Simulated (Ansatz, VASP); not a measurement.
**CaSnSeS: VASP beside Ansatz**

One calculation is typed for both programs; each brings its own data sets and cutoff. How far apart do they land? The cell is invented: As first built, before any earlier steps moved the atoms (in the runner's words): it takes the CaS structure with some of its atoms replaced by other elements, volume scaled by an estimate. It may not be a known or stable phase. The cell is taken from a series of VASP runs on this material, whose earlier steps may have relaxed, scaled or displaced it; both programs get it as it stands.

Method: plane waves, with VASP 6.6.1 beside it; band structure at HSE06, in Ansatz 0.2.0.

## Step 1: Starting point

It takes space group P4/mmm (No. 123, tetragonal). Conventional cell: a = 4.114 Å, b = 4.114 Å, c = 5.866 Å, α = 90.00°, β = 90.00°, γ = 90.00°. Nearest to Sn lie 4 S at 2.91 Å and 2 Se at 2.93 Å. Nearest to Se lie 4 Ca at 2.91 Å and 2 Sn at 2.93 Å. Ca has 4 Se at 2.91 Å and 2 S at 2.93 Å nearest. Nearest to S lie 4 Sn at 2.91 Å and 2 Ca at 2.93 Å. As first built, before any earlier steps moved the atoms (in the runner's words): sites of the CaS structure (space group 225) filled with other elements, volume scaled by an estimate. Farther neighbours and most contacts between anions are not listed.

Coordinates:

```cif
data_structure
_symmetry_space_group_name_H-M 'P4/mmm'
_symmetry_Int_Tables_number 123
_cell_length_a 4.1139
_cell_length_b 4.1139
_cell_length_c 5.8658
_cell_angle_alpha 90.000
_cell_angle_beta 90.000
_cell_angle_gamma 90.000
_cell_volume 99.27
loop_
_atom_site_label
_atom_site_type_symbol
_atom_site_symmetry_multiplicity
_atom_site_Wyckoff_symbol
_atom_site_fract_x
_atom_site_fract_y
_atom_site_fract_z
_atom_site_occupancy
Sn1 Sn 1 d 0.50000 0.50000 0.50000 1
Se1 Se 1 c 0.50000 0.50000 0.00000 1
Ca1 Ca 1 a 0.00000 0.00000 0.00000 1
S1 S 1 b 0.00000 0.00000 0.50000 1
```

## Step 2: VASP: band structure, HSE06

The same path points are solved in both programs, so levels can be compared one by one.

Lines of VASP's logs that name or quote its potential files are left out, and so is its time.

The run reads the wave functions of an earlier VASP run, which isn't shown here.

Input file INCAR:

```
SYSTEM = CaSnSeS
PREC = Accurate
ENCUT = 400
EDIFF = 1E-06
NELM = 100
ISMEAR = -1
SIGMA = 0.05
LREAL = .FALSE.
ALGO = Normal
LHFCALC = .TRUE.
AEXX = 0.25
GGA = PE
HFSCREEN = 0.2
LASPH = .TRUE.
NBANDS = 24
PRECFOCK = Fast
LORBIT = 11
LWAVE = .FALSE.
LCHARG = .FALSE.
KPAR = 2
```

Input file POSCAR:

```
CaSnSeS
1.0
    4.1138576934      0.0000000000      0.0000000000
    0.0000000000      4.1138576934      0.0000000000
    0.0000000000      0.0000000000      5.8657964086
Sn Se Ca S
1 1 1 1
Direct
    0.5000000000      0.5000000000      0.5000000000
    0.5000000000      0.5000000000      0.0000000000
    0.0000000000      0.0000000000      0.0000000000
    0.0000000000      0.0000000000      0.5000000000
```

Input file KPOINTS:

```
Automatic mesh
0
Gamma
4 4 3
0 0 0
```

Input file KPOINTS_OPT:

```
Line mode
6
Line-mode
Reciprocal
  0.00000000   0.00000000   0.00000000 GAMMA
  0.00000000   0.50000000   0.00000000 X

  0.00000000   0.50000000   0.00000000 X
  0.50000000   0.50000000   0.00000000 M

  0.50000000   0.50000000   0.00000000 M
  0.00000000   0.00000000   0.00000000 GAMMA

  0.00000000   0.00000000   0.00000000 GAMMA
  0.00000000   0.00000000   0.50000000 Z

  0.00000000   0.00000000   0.50000000 Z
  0.00000000   0.50000000   0.50000000 R

  0.00000000   0.50000000   0.50000000 R
  0.50000000   0.50000000   0.50000000 A

  0.50000000   0.50000000   0.50000000 A
  0.00000000   0.00000000   0.50000000 Z

  0.00000000   0.50000000   0.00000000 X
  0.00000000   0.50000000   0.50000000 R

  0.50000000   0.50000000   0.00000000 M
  0.50000000   0.50000000   0.50000000 A
```

PAW data sets: Sn_d, Se, Ca_sv and S (PBE family, release 64).

Launch:

```bash
> mpirun -np 2 vasp_std
```

Numbers of over 12 decimals in the logs are rounded to 6 here.

Output:

```text
[banner, memory and clock lines left out]
running    2 mpi-ranks, on    1 nodes
 distrk:  each k-point on    1 cores,    2 groups
 distr:  one band on    1 cores,    1 groups

 POSCAR found type information on POSCAR SnSeCaS
 POSCAR found :  4 types and       4 ions
 LDA part: xc-table for (Slater+PW92), standard interpolation
 found WAVECAR, reading the header
 POSCAR, INCAR and KPOINTS ok, starting setup
 FFT: planning ... GRIDC
 FFT: planning ... GRID_SOFT
 FFT: planning ... GRID
 reading WAVECAR
 the WAVECAR file was read successfully
 initial charge from wavefunction
 entering main loop
       N       E                     dE             d eps       ncg     rms          rms(c)
DAV:   1    -0.212620723491E+02   -0.21262E+02   -0.84433E-01   672   0.645E+00    0.192E+00
DAV:   2    -0.212717760632E+02   -0.97037E-02   -0.50940E-02   808   0.181E+00    0.121E+00
DAV:   3    -0.212690463693E+02    0.27297E-02   -0.49504E-03   808   0.536E-01    0.733E-01
DAV:   4    -0.212683020870E+02    0.74428E-03   -0.16120E-03   832   0.250E-01    0.427E-01
DAV:   5    -0.212681281008E+02    0.17399E-03   -0.37041E-04   920   0.110E-01    0.240E-01
DAV:   6    -0.212680592453E+02    0.68856E-04   -0.58692E-05   832   0.487E-02    0.130E-01
DAV:   7    -0.212680349885E+02    0.24257E-04   -0.18685E-05   760   0.253E-02    0.688E-02
DAV:   8    -0.212680276336E+02    0.73549E-05   -0.57204E-06   632   0.142E-02    0.364E-02
DAV:   9    -0.212680255636E+02    0.20700E-05   -0.19801E-06   576   0.924E-03    0.198E-02
DAV:  10    -0.212680252030E+02    0.36061E-06   -0.69223E-07   512   0.625E-03
   1 F= -.21268025E+02 E0= -.21268013E+02  d E =-.241511E-04
 Start KPOINTS_OPT (optional k-point list driver)
k-point batch [1-12\54]
       N       E                     dE             ncg
DAV:   1    -0.598432098331E+03   -0.82895E+04      584
DAV:   2    -0.439514120574E+04   -0.37967E+04      616
DAV:   3    -0.482439007021E+04   -0.42925E+03      728
DAV:   4    -0.485396014423E+04   -0.29570E+02      976
DAV:   5    -0.485492516070E+04   -0.96502E+00      888
DAV:   6    -0.485495797143E+04   -0.32811E-01      920
DAV:   7    -0.485495887610E+04   -0.90466E-03      840
DAV:   8    -0.485495890272E+04   -0.26622E-04      768
DAV:   9    -0.485495890359E+04   -0.87291E-06      504
[...]
k-point batch [49-54\54]
       N       E                     dE             ncg
DAV:   1     0.454315992428E+04   -0.69395E+04      288
DAV:   2     0.262236635644E+04   -0.19208E+04      320
DAV:   3     0.241563637558E+04   -0.20673E+03      328
DAV:   4     0.240426861337E+04   -0.11368E+02      472
DAV:   5     0.240384561389E+04   -0.42300E+00      448
DAV:   6     0.240383245057E+04   -0.13163E-01      416
DAV:   7     0.240383212255E+04   -0.32802E-03      432
DAV:   8     0.240383211057E+04   -0.11976E-04      344
DAV:   9     0.240383211018E+04   -0.38698E-06      264
```

From OUTCAR (step 2):

```text
ion  position               nearest neighbor table
   1  0.500  0.500  0.500-   4 2.91   4 2.91   4 2.91   4 2.91   2 2.93   2 2.93
   2  0.500  0.500  0.000-   3 2.91   3 2.91   3 2.91   3 2.91   1 2.93   1 2.93
   3  0.000  0.000  0.000-   2 2.91   2 2.91   2 2.91   2 2.91   4 2.93   4 2.93
   4  0.000  0.000  0.500-   1 2.91   1 2.91   1 2.91   1 2.91   3 2.93   3 2.93

  LATTYP: Found a simple tetragonal cell.
 ALAT       =     4.1138576934
 C/A-ratio  =     1.4258627414

 Subroutine GETGRP returns: Found 16 space group operations
 (whereof 16 operations were pure point group operations)

The static configuration has the point symmetry D_4h.

 Found     12 irreducible k-points:

   k-points           NKPTS =     12   k-points in BZ     NKDIM =     48   number of bands    NBANDS=     24

   dimension x,y,z NGX =    28 NGY =   28 NGZ =   40
   dimension x,y,z NGXF=    56 NGYF=   56 NGZF=   80

   ENCUT  =  400.0 eV  29.40 Ry    5.42 a.u.   6.71  6.71  9.57*2*pi/ulx,y,z

   NELECT =      36.0000    total number of electrons

 k-points in reciprocal lattice and weights: Automatic mesh
   0.00000000  0.00000000  0.00000000       0.021
   0.25000000  0.00000000  0.00000000       0.083
   0.50000000  0.00000000  0.00000000       0.042
   0.25000000  0.25000000  0.00000000       0.083
   0.50000000  0.25000000  0.00000000       0.083
   0.50000000  0.50000000  0.00000000       0.021
   0.00000000  0.00000000  0.33333333       0.042
   0.25000000  0.00000000  0.33333333       0.167
   0.50000000  0.00000000  0.33333333       0.083
   0.25000000  0.25000000  0.33333333       0.167
   0.50000000  0.25000000  0.33333333       0.167
   0.50000000  0.50000000  0.33333333       0.042

  exchange ACFDT corr.  =         0.00000000  see jH, gK, PRB 81, 115126

 average (electrostatic) potential at core
       1 -95.8847       2 -49.2397       3 -39.7981       4 -82.5673

 E-fermi :   5.5011

 k-point     1 :       0.0000    0.0000    0.0000
  band No.  band energies     occupation
    ...
     14       1.1520      2.00000
     15       1.1520      2.00000
     16       2.7341      2.00000
     17       2.8999      2.00000
     18       2.8999      2.00000
     19       6.7767      0.00000
     20       8.5046      0.00000
     21       9.1388      0.00000
     22       9.1388      0.00000
     23       9.2765      0.00000
    ...

 k-point     2 :       0.2500    0.0000    0.0000
  band No.  band energies     occupation
    ...
     14       1.0554      2.00000
     15       1.5022      2.00000
     16       2.2815      2.00000
     17       2.5370      2.00000
     18       3.2300      2.00000
     19       8.0458      0.00000
     20       8.6086      0.00000
     21       8.9910      0.00000
     22       9.0706      0.00000
     23       9.4076      0.00000
    ...

 k-point     3 :       0.5000    0.0000    0.0000
  band No.  band energies     occupation
    ...
     14       0.1088      2.00000
     15       1.6208      2.00000
     16       1.7794      2.00000
     17       2.4242      2.00000
     18       4.8406      2.00000
     19       6.5086      0.00000
     20       7.5291      0.00000
     21       9.4375      0.00000
     22       9.7446      0.00000
     23       9.7750      0.00000
    ...

  energy-cutoff  :      400.00
  volume of cell :       99.27
      direct lattice vectors                 reciprocal lattice vectors
     4.113857693  0.000000000  0.000000000     0.243080844  0.000000000  0.000000000
     0.000000000  4.113857693  0.000000000     0.000000000  0.243080844  0.000000000
     0.000000000  0.000000000  5.865796409     0.000000000  0.000000000  0.170479834

 POSITION                                       TOTAL-FORCE (eV/Angst)
 -----------------------------------------------------------------------------------
      2.05693      2.05693      2.93290         0.000000      0.000000      0.000000
      2.05693      2.05693      0.00000         0.000000      0.000000      0.000000
      0.00000      0.00000      0.00000         0.000000      0.000000      0.000000
      0.00000      0.00000      2.93290         0.000000      0.000000      0.000000
 -----------------------------------------------------------------------------------
    total drift:                               -0.000001     -0.000000      0.000001

  FREE ENERGIE OF THE ION-ELECTRON SYSTEM (eV)
  ---------------------------------------------------
  free  energy   TOTEN  =       -21.2680252030 eV

  energy  without entropy=      -21.2680010519  energy(sigma->0) =      -21.26801313

 total charge
# of ion       s       p       d       tot
------------------------------------------
    1        1.450   0.635  10.003  12.088
    2        1.462   2.499   0.015   3.976
    3        2.029   5.859   0.204   8.093
    4        1.334   2.380   0.000   3.714
--------------------------------------------------
tot          6.276  11.372  10.222  27.870

[... 3 further parts left out ...]
```

The k-mesh is coarse for exact exchange; levels may shift by about 0.1 eV on a finer one. Spin-orbit coupling is off here; with elements this heavy it splits and shifts levels by tenths of an eV or more.

(Continued in part 2 of 2.)

[Lines on the potential files, build, host, timing and source positions are cut from VASP's logs without a mark.]

[Logs are printed without paths, hosts, clocks, repeated set-up lines and the standing remarks that a program may print on its own settings, such as how far it seeks lower states.]

[Hosts, paths, dates, database ids (printed as entryN), source tags and the programs' standing remarks are cut or masked in the printed files.]
